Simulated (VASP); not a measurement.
Method: AM05 GGA, VASP's PBE PAW potentials (set 64) (plane waves; VASP 6.6.1).

VASP ran on this input.

INCAR:
```
# general
SYSTEM   =  Fe
PREC     =  Accurate
ENCUT    =  520
LREAL    =  F
LASPH    =  T

# electronic loop
EDIFF    =  1E-7
NELM     =  100
ALGO     =  Normal
LMAXMIX  =  4   # l cut-off of mixed one-centre charges

# smearing
ISMEAR   =  1   # Methfessel-Paxton
SIGMA    =  0.1

# functional
GGA      =  AM

# spin
ISPIN    =  2   # spin-polarised
MAGMOM   =  2.1

# ions
ISIF     =  2

# output
LWAVE    =  F
LCHARG   =  F
LORBIT   =  10
```

**POSCAR**
```
Fe
1
   -1.4059413157     1.4059413157     1.4059413157
    1.4059413157    -1.4059413157     1.4059413157
    1.4059413157     1.4059413157    -1.4059413157
Fe
1
Direct
  0.0000000000   0.0000000000   0.0000000000
```

### KPOINTS
```
Regular mesh
0
gamma
18 18 18
0 0 0
```

POTCAR, in this order: Fe (PBE.64 set). Program: vasp_std.

What VASP printed:

File OUTCAR:
```
 ion  position               nearest neighbor table
   1  0.000  0.000  0.000-
  LATTYP: Found a body centered cubic cell.
 ALAT       =     2.8118826314
 Subroutine PRICEL returns:
 Original cell was already a primitive cell.
 Subroutine GETGRP returns: Found 48 space group operations
The static configuration has the point symmetry O_h .
The dynamic configuration has the point symmetry O_h .
The overall configuration has the point symmetry O_h .
 Subroutine INISYM returns: Found 48 space group operations
 Subroutine IBZKPT returns following result:
 Found    195 irreducible k-points:

 Following reciprocal coordinates:
            Coordinates               Weight
  0.000000  0.000000  0.000000      1.000000
  0.055556  0.000000  0.000000     12.000000
  0.111111  0.000000  0.000000     12.000000
  0.166667  0.000000  0.000000     12.000000
  0.222222  0.000000  0.000000     12.000000
  0.277778  0.000000  0.000000     12.000000
  0.333333  0.000000  0.000000     12.000000
  0.388889  0.000000  0.000000     12.000000
  0.444444  0.000000  0.000000     12.000000
  0.500000  0.000000  0.000000      6.000000
  0.055556  0.055556  0.000000     24.000000
  0.111111  0.055556  0.000000     48.000000
  0.166667  0.055556 -0.000000     48.000000
  0.222222  0.055556  0.000000     48.000000
  0.277778  0.055556  0.000000     48.000000
  0.333333  0.055556 -0.000000     48.000000
  0.388889  0.055556  0.000000     48.000000
  0.444444  0.055556  0.000000     48.000000
  0.111111  0.111111  0.000000     24.000000
  0.166667  0.111111  0.000000     48.000000
  0.222222  0.111111  0.000000     48.000000
  0.277778  0.111111 -0.000000     48.000000
  0.333333  0.111111 -0.000000     48.000000
  0.388889  0.111111 -0.000000     48.000000
...
```

### OSZICAR
```
       N       E                     dE             d eps       ncg     rms          rms(c)
DAV:   1     0.153964428804E+02    0.15396E+02   -0.41643E+03  7300   0.109E+03
DAV:   2    -0.956611037217E+01   -0.24963E+02   -0.23553E+02  7088   0.130E+02
DAV:   3    -0.988924973464E+01   -0.32314E+00   -0.32245E+00  7873   0.201E+01
DAV:   4    -0.989067734202E+01   -0.14276E-02   -0.14275E-02  7718   0.125E+00
DAV:   5    -0.989068980958E+01   -0.12468E-04   -0.12468E-04  7623   0.106E-01    0.121E+01
DAV:   6    -0.874916186843E+01    0.11415E+01   -0.13906E+01  7423   0.605E+01    0.557E+00
DAV:   7    -0.868369581536E+01    0.65466E-01   -0.84171E-01  7431   0.143E+01    0.334E+00
DAV:   8    -0.867515052482E+01    0.85453E-02   -0.59735E-03  8759   0.702E-01    0.148E+00
DAV:   9    -0.866647839025E+01    0.86721E-02   -0.44598E-03  8799   0.513E-01    0.435E-01
DAV:  10    -0.866618813908E+01    0.29025E-03   -0.19768E-03  8643   0.454E-01    0.154E-01
DAV:  11    -0.866630850749E+01   -0.12037E-03   -0.97499E-05  8695   0.951E-02    0.296E-02
DAV:  12    -0.866631198557E+01   -0.34781E-05   -0.50292E-06  8955   0.295E-02    0.817E-03
DAV:  13    -0.866631270035E+01   -0.71478E-06   -0.13033E-06  7385   0.150E-02    0.236E-03
DAV:  14    -0.866631265472E+01    0.45631E-07   -0.36944E-08  3596   0.260E-03
   1 F= -.86663127E+01 E0= -.86662641E+01  d E =-.145600E-03  mag=     2.1703
```

### OUTCAR
```
------------------------ aborting loop because EDIFF is reached ----------------------------------------
  FORCE on cell =-STRESS in cart. coord.  units (eV):
  Direction    XX          YY          ZZ          XY          YZ          ZX
  --------------------------------------------------------------------------------------
  Total       -0.4273954     -0.4273954     -0.4273954      0.0000000      0.0000000     -0.0000000
  in kB      -61.5997424    -61.5997424    -61.5997424      0.0000000      0.0000000     -0.0000000
  external PRESSURE =     -61.5997424 kB  Pullay stress =       0.0000000 kB
  volume of cell :       11.12
      direct lattice vectors                 reciprocal lattice vectors
    -1.405941316  1.405941316  1.405941316     0.000000000  0.355633620  0.355633620
     1.405941316 -1.405941316  1.405941316     0.355633620  0.000000000  0.355633620
     1.405941316  1.405941316 -1.405941316     0.355633620  0.355633620  0.000000000
 POSITION                                       TOTAL-FORCE (eV/Angst)
 -----------------------------------------------------------------------------------
      0.00000      0.00000      0.00000         0.000000      0.000000      0.000000
 -----------------------------------------------------------------------------------
    total drift:                                0.000000     -0.000000      0.000000
  FREE ENERGIE OF THE ION-ELECTRON SYSTEM (eV)
  ---------------------------------------------------
  free  energy   TOTEN  =        -8.6663126547 eV

  energy  without entropy=       -8.6661670551  energy(sigma->0) =       -8.66626412

 total charge

# of ion       s       p       d       tot
------------------------------------------
    1        0.498   0.563   6.252   7.312

 magnetization (x)

# of ion       s       p       d       tot
------------------------------------------
    1       -0.014  -0.047   2.209   2.148
```
(Selected blocks of OUTCAR.)

The compound is Fe in the bcc structure. This cell is one point of a volume scan, at 1.03 of the reference volume.
